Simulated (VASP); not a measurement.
Method: rev-vdW-DF2, VASP's PBE PAW potentials (set 64) (plane waves; VASP 6.6.1).

A VASP calculation is set up with these files.

INCAR:
```
SYSTEM = ZrC
PREC = Accurate; ENCUT = 520; LREAL = F
LASPH = T
EDIFF = 1E-6; NELM = 100; ALGO = Normal
LMAXMIX = 4
ISMEAR = 1; SIGMA = 0.1
GGA = MK; LUSE_VDW = T; AGGAC = 0.0
PARAM1 = 0.1234568; PARAM2 = 0.7114; ZAB_VDW = -1.8867
IBRION = 2; NSW = 60; ISIF = 3
EDIFFG = -0.01
LWAVE = F; LCHARG = F
```

KPOINTS:
```
Automatic
0
gamma
 12 12 12
0 0 0
```

### POSCAR
```
ZrC
1.0
  0.0000000000   2.3500000000   2.3500000000
  2.3500000000   0.0000000000   2.3500000000
  2.3500000000   2.3500000000   0.0000000000
Zr C
1 1
Direct
  0.0000000000   0.0000000000   0.0000000000
  0.5000000000   0.5000000000   0.5000000000
```

POTCAR, in this order: Zr_sv C (PBE.64 set). Program: vasp_std.

Question: What will the output report for the number of irreducible k-points (NKPTS), largest plane-wave count, number of space-group operations, FFT grid (NGX, NGY, NGZ)?

Answer: 
The number of irreducible k-points (NKPTS) comes out as 72. The largest plane-wave count is 725 and the number of space-group operations comes out as 48. The FFT grid (NGX, NGY, NGZ) is 28 × 28 × 28.

The compound is ZrC in the rock salt structure. This run relaxes it. Symmetry was kept, so distortions that lower it aren't found.
